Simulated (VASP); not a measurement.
Given:

```xyz
5
Lattice="5.2056 0.0000 0.0000 0.0000 5.2056 0.0000 0.0000 0.0000 5.2056" Properties=species:S:1:pos:R:3 pbc="T T T"
Tl     0.0000     0.0000     0.0000
Sn     2.6028     2.6028     2.6028
Cl     0.0000     2.6028     2.6028
Cl     2.6028     2.6028     0.0000
Cl     2.6028     0.0000     2.6028
```

Calculation: PBE GGA, VASP's PBE PAW potentials (set 64) (plane waves; VASP). Numerical set-up: 300 eV cut-off, 5×5×5 Γ-centred mesh, Gaussian smearing of 0.10 eV, potentials Tl_d Sn_d Cl.

At this cut-off the stress carries a Pulay error, which pulls relaxed volumes low.

Q: Give the stress tensor in GPa (positive for a compressed cell).

A: 
```
6.90  0.00  0.00
0.00  6.90  0.00
0.00  0.00  6.90
```
The pressure is its mean diagonal, 6.90 GPa.

The structure was generated: TlSnCl3 was put into an ordered model structure, which need not be its known phase. The cell was not relaxed at this level.
